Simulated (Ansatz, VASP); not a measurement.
# Ni3S4 (Ni3S4 (Fd-3m)) in two plane-wave programs, part 2 of 2

Wanted: the spread between two codes on one cell, functional and k mesh. The cell is taken from a series of runs on this material, whose earlier steps may have relaxed, scaled, displaced or heated it; both programs get it as it stands.

VASP 6.6.1 and Ansatz 0.2.0.

So far: The structure; VASP: relaxation of cell and atoms, r2SCAN.

**3. Ansatz: relaxation of cell and atoms, r2SCAN**

Level of this step: Ansatz beside VASP: Kohn-Sham DFT, plane waves, r2SCAN (Ansatz).

Ansatz runs on its default PAW (the set named soft_2) files.

The same cell, functional, mesh and smearing now go to Ansatz.

Input file input.yaml:

```yaml
crystal:
  lattice:
    - [0.0, 4.6936494, 4.6936494]
    - [4.6936494, 0.0, 4.6936494]
    - [4.6936494, 4.6936494, 0.0]
  atoms:
    - { symbol: Ni, position: [0.625, 0.625, 0.125] }
    - { symbol: Ni, position: [0.625, 0.125, 0.625] }
    - { symbol: Ni, position: [0.125, 0.625, 0.625] }
    - { symbol: Ni, position: [0.625, 0.625, 0.625] }
    - { symbol: Ni, position: [0.25, 0.25, 0.25] }
    - { symbol: Ni, position: [0.0, 0.0, 0.0] }
    - { symbol: S, position: [0.86677358, 0.86677358, 0.86677358] }
    - { symbol: S, position: [0.85032074, 0.38322642, 0.38322642] }
    - { symbol: S, position: [0.38322642, 0.38322642, 0.85032074] }
    - { symbol: S, position: [0.38322642, 0.85032074, 0.38322642] }
    - { symbol: S, position: [0.86677358, 0.86677358, 0.39967926] }
    - { symbol: S, position: [0.86677358, 0.39967926, 0.86677358] }
    - { symbol: S, position: [0.38322642, 0.38322642, 0.38322642] }
    - { symbol: S, position: [0.39967926, 0.86677358, 0.86677358] }
basis:
  ecutwfc: 500
  xc_grid: 2
hamiltonian:
  xc: r2scan
kpoints:
  mp_grid: { grid: [7, 7, 7] }
scf:
  occupations: { method: fermi_dirac, width: 0.05 }
  max_iter: 150
output:
  forces: true
  stress: true
relax:
  f_tol: 0.01
  max_steps: 60
  cell: {}
checkpoint:
  write: "../r2scan.run"
  compress: false
  write_wavefunctions: false
  write_every: 100000
```

Launch:

```
ansatz run input.yaml --threads 4 --pin off --max-ram 5652MiB --backend cpu --events-out ev --progress --plain --runs-dir out
```

Numbers of over 12 decimals in the logs are rounded to 6 here.

The program printed:

```text
Engine: ansatz 0.2.0, aarch64-unknown-linux-gnu
Pseudopotentials: kind: paw
Pseudopotential: Ni, paw, valence charge 18, recommended cutoff 500 eV (meta_gga), Ni.paw.azcp
Pseudopotential: S, paw, valence charge 6, recommended cutoff 500 eV (meta_gga), S.paw.azcp
Functional definition: r2SCAN
  parameter k0 = 0.174
  parameter k1 = 0.065
  parameter a1 = 4.9479
  exchange = r2scan_x(k0 = k0, k1 = k1, a1 = a1)
  correlation = r2scan_c
Crystal: 14 atoms, lattice volume = 206.805 Å³
Basis set: ecut = 500 eV, 5209 PW (Γ), exchange–correlation on 100×100×100 points (8 copies of the dense FFT grid, shifted against one another)
Bands: 94, of which v1, the nominal top of the filled ones, is band 78 counted from 1 (77 counted from 0)
Symmetry: 48 space group operations
Space group: Fd-3m (ITA 227), of the structure as read, at distance tolerance 5.9e-5 Å
k-points: 20 of 343
Non-local potential: Ni, projectors of the file, l = 0: 3, l = 1: 2, l = 2: 3, l = 3: 1
Non-local potential: S, projectors of the file, l = 0: 2, l = 1: 2, l = 2: 2
PAW form: soft (Blöchl's): semilocal exchange-correlation on the pseudo side does not see the compensation charge
PAW frozen core: Ni, regenerated for the run's functional (the file was generated under x = pbe(κ = 0.804, μ = 0.219515), c = pbe(β = 0.066725))
PAW frozen core: S, regenerated for the run's functional (the file was generated under x = pbe(κ = 0.804, μ = 0.219515), c = pbe(β = 0.066725))
PAW one-centre angular grid: Ni, 590 points (default); XC on 160 Gauss nodes
PAW one-centre angular grid: S, 302 points (default); XC on 160 Gauss nodes
Initial density: superposition of atomic densities (neutral atoms: chi_scale 0, normalization atom), corrected by the library's trained network
Initial wavefunctions: pseudopotential atomic-orbital guess
Functional: x = r2scan, c = r2scan; τ floored in thin density (d = 2e-4 eV/Å³)
SCF iter   1: F=—  HF=-42324.579738 eV  |F-HF|=—  |Δ(HF+E_count)|=         —  Δρ=2.47e-2  dr2=1.03e0  dr2_τ=2.63e-1  ethr=1.77e-3  ⟨swp⟩=6.3  Hψ=7429  notcnv=0  defer=29
preconditioner: auto → Kerker (q_TF=auto, 2.603 Å⁻¹)  [metal: Δε(μ)=0.092 eV  Ē_g=8.730 eV  σ=0.050 eV  W_gap=0.41  n_scr=58 (ndim 8)  ℏωp=26.8 eV  f_vac=0.003  D(μ)=8.01/eV (n_scr^D=58)]
SCF iter   2: F=—  HF=-42325.494740 eV  |F-HF|=—  |Δ(HF+E_count)|=   9.15e-1  Δρ=8.05e-2  dr2=1.18e1  dr2_τ=5.04e-2  ethr=6.62e-4  ⟨swp⟩=3.0  Hψ=4084  notcnv=0  defer=76  recentre
SCF iter   3: F=—  HF=-42325.039870 eV  |F-HF|=—  |Δ(HF+E_count)|=   4.55e-1  Δρ=1.72e-2  dr2=4.88e-1  dr2_τ=4.67e-3  ethr=6.62e-4  ⟨swp⟩=3.0  Hψ=3408  notcnv=0  defer=76
SCF iter   4: F=—  HF=-42325.031557 eV  |F-HF|=—  |Δ(HF+E_count)|=   8.31e-3  Δρ=6.01e-3  dr2=4.03e-2  dr2_τ=1.75e-3  ethr=3.13e-4  ⟨swp⟩=2.0  Hψ=2381  notcnv=0  defer=74
SCF iter   5: F=—  HF=-42325.035545 eV  |F-HF|=—  |Δ(HF+E_count)|=   3.99e-3  Δρ=3.12e-3  dr2=1.04e-2  dr2_τ=4.69e-4  ethr=2.58e-5  ⟨swp⟩=2.0  Hψ=2164  notcnv=0  defer=74
SCF iter   6: F=—  HF=-42325.036224 eV  |F-HF|=—  |Δ(HF+E_count)|=   6.79e-4  Δρ=1.50e-3  dr2=2.89e-3  dr2_τ=7.23e-5  ethr=6.65e-6  ⟨swp⟩=1.3  Hψ=1885  notcnv=0  defer=74
SCF iter   7: F=—  HF=-42325.036556 eV  |F-HF|=—  |Δ(HF+E_count)|=   3.32e-4  Δρ=6.62e-4  dr2=8.86e-4  dr2_τ=1.48e-5  ethr=1.85e-6  ⟨swp⟩=2.0  Hψ=2072  notcnv=0  defer=74
SCF iter   8: F=—  HF=-42325.036643 eV  |F-HF|=—  |Δ(HF+E_count)|=   8.65e-5  Δρ=8.30e-4  dr2=1.34e-3  dr2_τ=4.97e-6  ethr=5.68e-7  ⟨swp⟩=1.1  Hψ=1811  notcnv=0  defer=74
SCF iter   9: F=—  HF=-42325.036613 eV  |F-HF|=—  |Δ(HF+E_count)|=   2.95e-5  Δρ=3.29e-4  dr2=2.06e-4  dr2_τ=1.09e-6  ethr=5.68e-7  ⟨swp⟩=1.0  Hψ=1806  notcnv=0  defer=74
SCF iter  10: F=—  HF=-42325.036578 eV  |F-HF|=—  |Δ(HF+E_count)|=   3.52e-5  Δρ=1.13e-4  dr2=2.35e-5  dr2_τ=2.08e-7  ethr=1.32e-7  ⟨swp⟩=1.0  Hψ=1806  notcnv=0  defer=74
SCF iter  11: F=—  HF=-42325.036431 eV  |F-HF|=—  |Δ(HF+E_count)|=   1.47e-4  Δρ=2.03e-5  dr2=6.97e-7  dr2_τ=1.01e-8  ethr=1.51e-8  ⟨swp⟩=2.6  Hψ=3340  notcnv=0  defer=74
SCF iter  12: F=—  HF=-42325.036431 eV  |F-HF|=—  |Δ(HF+E_count)|=   1.62e-9  Δρ=1.90e-5  dr2=6.81e-7  dr2_τ=2.54e-9  ethr=4.47e-10  ⟨swp⟩=2.1  Hψ=2895  notcnv=0  defer=74
SCF iter  13: F=-42325.036431 eV  HF=-42325.036431 eV  |F-HF|=7.47e-8  |Δ(HF+E_count)|=   2.10e-8  Δρ=6.30e-6  dr2=8.00e-8  dr2_τ=5.11e-10  ethr=6.41e-11  ⟨swp⟩=3.2  Hψ=6944  notcnv=0
SCF 1 converged in 13 iterations: F = -42325.036431 eV  dr2 = 8.00e-8
  greatest PAW one-centre occupation: 1.001 electrons in one spin orbital (limit 2), on the Ni atom at site 5 (counted from 0), in its partial waves of l = 1
relax step   1: F+E_penalty+E_count = -42325.03643118 eV  Δ(F+E_penalty+E_count) = +0.000e0 eV  max|allowed force component| = 6.092e-3 eV/Å  Δτ_max = 0.0000 Å  P = +0.204 GPa  Ω = 206.805 Å³  (13 SCF iters, dr2 threshold 1.00e-7 eV, accepted)
[...]
relax step   2: F+E_penalty+E_count = -42325.03649846 eV  Δ(F+E_penalty+E_count) = -6.728e-5 eV  max|allowed force component| = 2.581e-3 eV/Å  Δτ_max = 0.0002 Å  P = +0.087 GPa  Ω = 206.987 Å³  energy of the carried Pulay correction = -1.090e-4 eV  (8 SCF iters, dr2 threshold 1.04e-7 eV, accepted)
[...]
relax step   3: F+E_penalty+E_count = -42325.03645662 eV  Δ(F+E_penalty+E_count) = +4.184e-5 eV  max|allowed force component| = 1.924e-5 eV/Å  Δτ_max = 0.0001 Å  P = +0.000 GPa  Ω = 207.122 Å³  energy of the carried Pulay correction = -1.903e-4 eV  (9 SCF iters, dr2 threshold 1.90e-8 eV, accepted)
[...]
relax step   4: F+E_penalty+E_count = -42325.03669630 eV  Δ(F+E_penalty+E_count) = -2.397e-4 eV  max|allowed force component| = 1.535e-5 eV/Å  Δτ_max = 0.0000 Å  P = +0.001 GPa  Ω = 207.122 Å³  stress off target by 9.68e-4 GPa  SCF on the basis re-selected at this cell (its energy is not comparable with the rows above)  (7 SCF iters)
basis re-selected at this cell: Δ(F+E_penalty+E_count) = -2.397e-4 eV, ΔP = +0.001 GPa vs the last step (what re-selecting the basis moved, of the pressure what is left beyond the Pulay correction that the steps carried, after the strain that the cell walked since its last selection, with what the two solves' SCF thresholds leave and, on support functions, any second-order correction that the steps lacked; it is no m [...]
SCF converged after 7 iterations
Free energy (F): -42325.036696 eV
Harris-Foulkes:  -42325.036696 eV  (|F-HF|=1.46e-11)
Internal energy: -42324.970217 eV  (E = F + TS)
E sigma→0 (E₀):  -42325.003457 eV
Entropy (-TS):   -0.066479 eV (-4.749 meV/atom)
Fermi energy:    11.061209 eV
--- Per-component energies (eV) ---
  E_band       = -2525.547597
  E_kinetic    = 2548.902062
  E_local      = -29247.193009  (includes V_loc(G=0)·N_el)
  E_nonlocal   = 4065.141281
  E_hartree    = 12437.016928
  E_xc         = -1208.021439
  E_vxc        = -1458.922164  (∫ρ·V_xc dr)
  E_paw        = -14736.152436  (= ΣΔE_a)
  E_vpaw       = -3393.948080  (= ΣTr[D̂ρ^β])
  E_aug_tail   = 0.001341  (compensation charges beyond the density's cutoff)
  E_vtau       = 86.436314  (kinetic-family band-sum trace: ∫τ·v_τ [+ j·A + Jᵃ·Aᵃ] dr)
  E_ewald      = -16181.986399
  E_core_change = -2.678546  (= ΣΔE_core)
  E_smearing   = -0.066479  (= −TS)
  E_closure    = 0.000000  (closes the sum)
  Σ components = -42325.036696   (vs F -42325.036696, Δ=0.00e0)
--- Forces (eV/Å), atoms counted from 1 ---
  atom   1  Ni     0.00000000    -0.00000000    -0.00000000
  atom   2  Ni     0.00000000    -0.00000000    -0.00000000
  atom   3  Ni     0.00000000     0.00000000     0.00000000
  atom   4  Ni     0.00000000    -0.00000000    -0.00000000
  atom   5  Ni     0.00000000     0.00000000    -0.00000000
  atom   6  Ni     0.00000000    -0.00000000     0.00000000
  atom   7  S     -0.00001535    -0.00001535    -0.00001535
  atom   8  S      0.00001535    -0.00001535    -0.00001535
  atom   9  S     -0.00001535    -0.00001535     0.00001535
  atom  10  S     -0.00001535     0.00001535    -0.00001535
  atom  11  S      0.00001535     0.00001535    -0.00001535
  atom  12  S      0.00001535    -0.00001535     0.00001535
  atom  13  S      0.00001535     0.00001535     0.00001535
  atom  14  S     -0.00001535     0.00001535     0.00001535
  max |Σ_I F_I| component: 5.21e-18 eV/Å
--- Stress (GPa, compression-positive) ---
        0.000968       0.000000       0.000000
        0.000000       0.000968      -0.000000
        0.000000      -0.000000       0.000968
  P = ⅓ Tr σ = 0.0010 GPa (0.010 kbar)
--- Relaxed structure (3 steps of the walk, 3 accepted, 1 SCFs on fresh bases) ---
  F+E_penalty+E_count = -42325.03669630 eV   max|allowed force component| = 1.535e-5 eV/Å   (the final SCF, on the basis selected at the relaxed cell)
  cell:  # Å, volume = 207.1224 Å³
    - [0, 4.696046, 4.696046]
    - [4.696046, 0, 4.696046]
    - [4.696046, 4.696046, 0]
  atoms:
    - { symbol: Ni, position: [0.625, 0.625, 0.125000] }
    - { symbol: Ni, position: [0.625, 0.125000, 0.625] }
    - { symbol: Ni, position: [0.125000, 0.625, 0.625] }
    - { symbol: Ni, position: [0.625, 0.625, 0.625] }
    - { symbol: Ni, position: [0.25, 0.25, 0.25] }
    - { symbol: Ni, position: [0, 0, 0] }
    - { symbol: S, position: [0.866793, 0.866793, 0.866793] }
    - { symbol: S, position: [0.850380, 0.383207, 0.383207] }
    - { symbol: S, position: [0.383207, 0.383207, 0.850380] }
    - { symbol: S, position: [0.383207, 0.850380, 0.383207] }
    - { symbol: S, position: [0.866793, 0.866793, 0.399620] }
    - { symbol: S, position: [0.866793, 0.399620, 0.866793] }
    - { symbol: S, position: [0.383207, 0.383207, 0.383207] }
    - { symbol: S, position: [0.399620, 0.866793, 0.866793] }
```

The column dr2 measures how far the density is from self-consistency, as an energy; F and HF (Harris–Foulkes) agree once it is small.

**4. Side by side**

Known differences besides the potentials themselves: VASP keeps PBE cores, Ansatz makes them for the functional; the data sets hold 156 valence electrons in Ansatz (on its default PAW (the set named soft_2) files) and 108 in VASP; the cutoff is 500 eV in Ansatz and 660 eV in VASP; Ansatz adds a Pulay correction to the stress that steers its cell, VASP none. Total energies have different zeros and are not compared.

Compared:

```tsv
quantity	Ansatz	VASP	difference
volume (Å³)	207.12	206.90	+0.11 %
edge a after relaxation, in the typed setting (Å)	6.641	6.639	+0.04 %
```

**5. Summary of results**

* difference in volume (relaxation of cell and atoms, r2SCAN): 0.11 %

In words: The difference in volume is 0.11 % (relaxation of cell and atoms, r2SCAN), within the 1.2 % picked in this series as the mark of a large difference, as far as the stopping tolerances let one tell. The data sets hold unlike numbers of valence electrons (156 in Ansatz and 108 in VASP), so part of the differences may come from the potentials. How closely two codes agree says nothing of how well the functional describes the real material.

[Lines on the potential files, build, host, timing and source positions are cut from VASP's logs without a mark.]

[Logs are printed without paths, hosts, clocks, repeated set-up lines and the standing remarks that a program may print on its own settings, such as how far it seeks lower states.]

[Hosts, paths, dates, database ids (printed as entryN), source tags and the programs' standing remarks are cut or masked in the printed files.]
